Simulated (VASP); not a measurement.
# HfSi2B4 (P6/mmm) in VASP: elastic constants with PBE

Aim: the elastic constants of HfSi2B4 with PBE.

Everything below comes from runs of VASP 6.6.1. Logs are shortened: lines on timing, memory, paths and dates and some standing lists are left out, and cuts for length are marked.

## (1) The crystal as given

The structure is hexagonal, space group P6/mmm (No. 191). The conventional cell has a = 3.040 Å, b = 3.040 Å, c = 9.713 Å, α = 90.00°, β = 90.00°, γ = 120.00°. Hf (site symmetry 6/mmm) is surrounded by 12 B at 2.52 Å. Si (site symmetry 6mm) is surrounded by 6 B at 2.48 Å and 1 Si at 2.58 Å. B (site symmetry 3m) has 3 B at 1.76 Å as nearest neighbours.

The cell was built by a generator and needn't be a form met in nature.

## (2) Elastic constants, PBE

Contents of POSCAR:

```
HfSi2B4
1.0
    3.0398670000      0.0000000000      0.0000000000
   -1.5199330000      2.6326020000      0.0000000000
    0.0000000000      0.0000000000      9.7133800000
Hf Si B
1 2 4
Direct
    0.0000000000      0.0000000000      0.0000000000
    0.0000000000      0.0000000000      0.6329080000
    0.0000000000      0.0000000000      0.3670920000
    0.6666670000      0.3333330000      0.1862320000
    0.3333330000      0.6666670000      0.1862320000
    0.3333330000      0.6666670000      0.8137680000
    0.6666670000      0.3333330000      0.8137680000
```

Contents of INCAR.step1:

```
PREC = Accurate
ENCUT = 520
EDIFF = 1E-8
ISMEAR = 0
SIGMA = 0.1
LREAL = False
LASPH = True
NELM = 100
ALGO = Normal
ISIF = 3
LWAVE = False
LCHARG = False
GGA = PE
KPAR = 8
IBRION = 2
NSW = 40
EDIFFG = -0.002
```

Contents of INCAR.step2:

```
PREC = Accurate
ENCUT = 520
EDIFF = 1E-8
ISMEAR = 0
SIGMA = 0.1
LREAL = False
LASPH = True
NELM = 100
ALGO = Normal
ISIF = 3
LWAVE = False
LCHARG = False
GGA = PE
KPAR = 8
IBRION = 6
NFREE = 2
POTIM = 0.015
NSW = 1
```

Contents of KPOINTS:

```
Automatic mesh
0
Gamma
  12 12 4
```

Potentials or basis: VASP PAW PBE potentials, release 64 (Hf_pv, Si, B).

The run is started by

```bash
cat potpaw_PBE.64/Hf_pv/POTCAR potpaw_PBE.64/Si/POTCAR potpaw_PBE.64/B/POTCAR > POTCAR
cp INCAR.step1 INCAR
mpirun -np 8 vasp_std > vasp.out
cp CONTCAR POSCAR
cp INCAR.step2 INCAR
mpirun -np 8 vasp_std > vasp.out
```

OUTCAR:

```text
PREC = Accurate
   ENCUT = 520
   EDIFF = 1E-8
   ISMEAR = 0
   LREAL = False
   LASPH = True
   NELM = 100
   ISIF = 3
   GGA = PE
   IBRION = 6
   NFREE = 2
   POTIM = 0.015
   NSW = 1

 ion  position               nearest neighbor table
   1  0.000  0.000  0.000-   4 2.52   5 2.52   6 2.52   7 2.52   5 2.52   6 2.52   4 2.52   7 2.52
                             4 2.52   7 2.52   5 2.52   6 2.52
   2  0.000  0.000  0.633-   6 2.48   7 2.48   6 2.48   7 2.48   7 2.48   6 2.48   3 2.58
   3  0.000  0.000  0.367-   4 2.48   5 2.48   5 2.48   4 2.48   4 2.48   5 2.48   2 2.58
   4  0.667  0.333  0.186-   5 1.75   5 1.75   5 1.75   3 2.48   3 2.48   3 2.48   1 2.52   1 2.52
                             1 2.52
   5  0.333  0.667  0.186-   4 1.75   4 1.75   4 1.75   3 2.48   3 2.48   3 2.48   1 2.52   1 2.52
                             1 2.52
   6  0.333  0.667  0.814-   7 1.75   7 1.75   7 1.75   2 2.48   2 2.48   2 2.48   1 2.52   1 2.52
                             1 2.52
   7  0.667  0.333  0.814-   6 1.75   6 1.75   6 1.75   2 2.48   2 2.48   2 2.48   1 2.52   1 2.52
                             1 2.52

  LATTYP: Found a hexagonal cell.
 ALAT       =     3.0397359130
 C/A-ratio  =     3.1952172723

  Lattice vectors:

 A1 = (   3.0397359130,  -0.0000000000,   0.0000000000)
 A2 = (  -1.5198674566,   2.6324884754,   0.0000000000)
 A3 = (   0.0000000000,   0.0000000000,   9.7126166926)

Analysis of symmetry for initial positions (statically):
=====================================================================
 Subroutine PRICEL returns:
 Original cell was already a primitive cell.

 Routine SETGRP: Setting up the symmetry group for a
 hexagonal supercell.

 Subroutine GETGRP returns: Found 24 space group operations
 (whereof 24 operations were pure point group operations)
 out of a pool of 24 trial point group operations.

The static configuration has the point symmetry D_6h.
[... 934 lines left out ...]
  -------------------------------------------------------------------------------------
  Total        0.0478173      0.0478173      0.0660304      0.0000000      0.0000000      0.0000000
  in kB        0.9857278      0.9857278      1.3611808      0.0000002      0.0000000      0.0000000
  external PRESSURE =       1.1108788 kB  Pullay stress =       0.0000000 kB
[... 22 lines left out ...]
  FREE ENERGIE OF THE ION-ELECTRON SYSTEM (eV)
  ---------------------------------------------------
  free  energy   TOTEN  =       -47.3546310627 eV

  energy  without entropy=      -47.3459050311  energy(sigma->0) =      -47.35026805

 INTERNAL STRAIN TENSORS FROM STRAINED CELLS
 ============================================

 INTERNAL STRAIN TENSOR FOR ION    1 for displacements in x,y,z  (eV/Angst):
          X           Y           Z          XY          YZ          ZX
  --------------------------------------------------------------------------------
  x     0.00000     0.00000    -0.00000    -0.00000     0.00000     0.00000
  y     0.00000     0.00000    -0.00000     0.00000     0.00000    -0.00000
  z     0.00000     0.00000    -0.00000     0.00000     0.00000     0.00000

 INTERNAL STRAIN TENSORS FROM DISPLACED ATOMS
 ============================================

 INTERNAL STRAIN TENSOR FOR ION    1 for displacements in x,y,z  (eV/Angst):
          X           Y           Z          XY          YZ          ZX
  --------------------------------------------------------------------------------
  x     0.00000     0.00000     0.00000     0.00000     0.00000     0.00000
  y     0.00000     0.00000     0.00000     0.00000     0.00000     0.00000
  z     0.00000     0.00000     0.00000     0.00000     0.00000     0.00000

 INTERNAL STRAIN TENSOR FOR ION    7 for displacements in x,y,z  (eV/Angst):
          X           Y           Z          XY          YZ          ZX
  --------------------------------------------------------------------------------
  x     0.00000    -0.00000    -0.00000     2.99482     0.00000     5.37729
  y     2.99482    -2.99482    -0.00000    -0.00000     5.37730     0.00000
  z     3.19515     3.19515     3.57705     0.00000    -0.00000     0.00000

 Eigenvectors and eigenvalues of the dynamical matrix
 ----------------------------------------------------

   1 f  =   27.092436 THz   170.226797 2PiTHz  903.706395 cm-1   112.045263 meV
             X         Y         Z           dx          dy          dz
      0.000000  0.000000  0.000000    -0.000000   -0.000000    0.000000
      0.000000  0.000000  6.147794     0.000000   -0.000000    0.000000
      0.000000  0.000000  3.564823     0.000000    0.000000    0.000000
      1.519870  0.877495  1.808169     0.369436    0.336923   -0.000000
     -0.000001  1.754993  1.808169    -0.369436   -0.336923   -0.000000
     -0.000001  1.754993  7.904447     0.369436    0.336923    0.000000
      1.519870  0.877495  7.904447    -0.369436   -0.336923    0.000000
[... 191 lines left out ...]
  21 f/i=    4.377982 THz    27.507671 2PiTHz  146.033755 cm-1    18.105870 meV
             X         Y         Z           dx          dy          dz
      0.000000  0.000000  0.000000    -0.283516   -0.258565    0.000000
      0.000000  0.000000  6.147794     0.466307    0.425269    0.000000
      0.000000  0.000000  3.564823     0.466307    0.425269    0.000000
      1.519870  0.877495  1.808169    -0.087557   -0.079852    0.000000
     -0.000001  1.754993  1.808169    -0.087557   -0.079852    0.000000
     -0.000001  1.754993  7.904447    -0.087557   -0.079852    0.000000
      1.519870  0.877495  7.904447    -0.087557   -0.079852    0.000000

--------------------------------------------------------------------------------------------------------

 ELASTIC MODULI CONTR FROM IONIC RELAXATION (kBar)
 Direction    XX          YY          ZZ          XY          YZ          ZX
 --------------------------------------------------------------------------------
 XX        -165.8312   -118.7133   -174.1558     -0.0000     -0.0000      0.0000
 YY        -118.7133   -165.8312   -174.1558     -0.0000      0.0000      0.0000
 ZZ        -174.1558   -174.1558   -720.4490     -0.0000      0.0000      0.0000
 XY          -0.0000     -0.0000     -0.0000    -23.5590     -0.0000      0.0000
 YZ          -0.0000      0.0000      0.0000     -0.0000   -701.3216     -0.0001
 ZX           0.0000      0.0000      0.0000      0.0000     -0.0001   -701.3212
 --------------------------------------------------------------------------------

 TOTAL ELASTIC MODULI (kBar)
 Direction    XX          YY          ZZ          XY          YZ          ZX
 --------------------------------------------------------------------------------
 XX        3750.1857    513.5231    435.1564      0.0007     -0.0000      0.0000
 YY         513.5231   3750.1855    435.1564      0.0007      0.0000      0.0000
 ZZ         435.1564    435.1564   2359.7854      0.0001      0.0000      0.0000
 XY           0.0007      0.0007      0.0001   1618.3312     -0.0000      0.0000
 YZ          -0.0000      0.0000      0.0000     -0.0000    281.6240      0.0001
 ZX           0.0000      0.0000      0.0000      0.0000      0.0001    281.6246
 --------------------------------------------------------------------------------
```

OUTCAR.step1:

```text
PREC = Accurate
   ENCUT = 520
   EDIFF = 1E-8
   ISMEAR = 0
   LREAL = False
   LASPH = True
   NELM = 100
[... 975 lines left out ...]
  -------------------------------------------------------------------------------------
  Total       -0.0013149     -0.0013149      0.0119213     -0.0000000     -0.0000000      0.0000000
  in kB       -0.0271053     -0.0271053      0.2457511     -0.0000000     -0.0000000      0.0000000
  external PRESSURE =       0.0638468 kB  Pullay stress =       0.0000000 kB
[... 22 lines left out ...]
  FREE ENERGIE OF THE ION-ELECTRON SYSTEM (eV)
  ---------------------------------------------------
  free  energy   TOTEN  =       -47.3553110604 eV

  energy  without entropy=      -47.3466168120  energy(sigma->0) =      -47.35096394

 reached required accuracy - stopping structural energy minimisation
```

Run time: 5 min. Hardware: 8 MPI ranks of Intel Xeon 6975P-C (Granite Rapids), shared host; peak memory 0.78 GiB.

What came out:

```
Voigt bulk modulus                                      : 140 GPa
Highest phonon frequency at Γ, LO-TO splitting left out : 904 cm⁻¹
Most unstable mode                                      : 146i cm⁻¹
```

Phonon frequencies in cm⁻¹ (negative: imaginary):
```tsv
q point	frequencies
(0.000, 0.000, 0.000)	-146 -146 -112 -112 0 0 0 200 255 291 291 299 299 351 392 416 439 889 889 904 904
```

Elastic tensor in Voigt notation (GPa, in the Cartesian axes of the cell as first typed):
```
375  51  44   0   0   0
 51 375  44   0   0   0
 44  44 236   0   0   0
  0   0   0  28   0   0
  0   0   0   0  28   0
  0   0   0   0   0 162
```

Clamped-ion elastic tensor (GPa):
```
392  63  61   0   0   0
 63 392  61   0   0   0
 61  61 308   0   0   0
  0   0   0  98   0   0
  0   0   0   0  98   0
  0   0   0   0   0 164
```

Caveat: some modes are imaginary.
